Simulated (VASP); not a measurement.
KTaO3 (cubic perovskite): the band gap from VASP (plane waves, PAW) at several levels of theory. Gaps are without spin-orbit coupling. Each level names its cell: its own relaxed one, PBE's, or the starting one. A gap is the smallest over the k-mesh and a band path; hybrids may have named points in place of the path, and GW has the mesh alone.

```
level                   band gap (eV)  error against measurement (eV)
----------------------  -------------  ------------------------------
LDA (own cell)                   2.06                           -1.58
PBE (own cell)                   2.11                           -1.53
PBEsol (starting cell)           2.08                           -1.56
SCAN (own cell)                  2.55                           -1.09
r2SCAN (own cell)                2.58                           -1.06
```

Measured: 3.64 eV (as given by Burak Himmetoglu et al., Journal of Physics Condensed Matter (2016), arXiv:1601.06205).

The cell of the LDA (own cell) run:

```yaml
crystal:
  lattice:
    - [3.96054, 0.00000, 0.00000]
    - [0.00000, 3.96054, 0.00000]
    - [0.00000, 0.00000, 3.96054]
  atoms:
    - { symbol: K, position: [0.00000, 0.00000, 0.00000] }
    - { symbol: Ta, position: [0.50000, 0.50000, 0.50000] }
    - { symbol: O, position: [0.50000, 0.00000, 0.50000] }
    - { symbol: O, position: [0.00000, 0.50000, 0.50000] }
    - { symbol: O, position: [0.50000, 0.50000, 0.00000] }
```

Only levels that ran to the end are used. Left out are those held back, those with too coarse a band path, GW runs whose mesh misses a band edge, hybrids' fits of cells that aren't cubic and levels without matching references; a question may draw on a part of the rest.

The compound is KTaO3 in the cubic perovskite structure.
